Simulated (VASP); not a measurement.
Here is the system:

```
CELL_PARAMETERS angstrom
      0.00000     2.71757     2.71757
      2.71757     0.00000     2.71757
      2.71757     2.71757     0.00000
ATOMIC_POSITIONS crystal
  Al 0.00000 0.00000 0.00000
  P  0.25000 0.25000 0.25000
```

Level of theory: LDA (Ceperley-Alder, Perdew-Zunger), VASP's LDA PAW potentials (set 64) (plane waves; VASP 6.6.1). Numerical set-up: 500 eV cut-off, 8×8×8 Γ-centred mesh, Gaussian smearing of 0.050 eV, potentials Al P.

Question: What does the run give for the energy per atom (σ→0), band gap (on the k-mesh) with the smallest direct gap where there is one?

Answer: 
band gap (on the k-mesh): 1.42 eV
smallest direct gap (on the k-mesh): 3.24 eV
energy per atom (σ→0): -5706 meV/atom

The compound is AlP in the zinc blende structure. It was relaxed first.
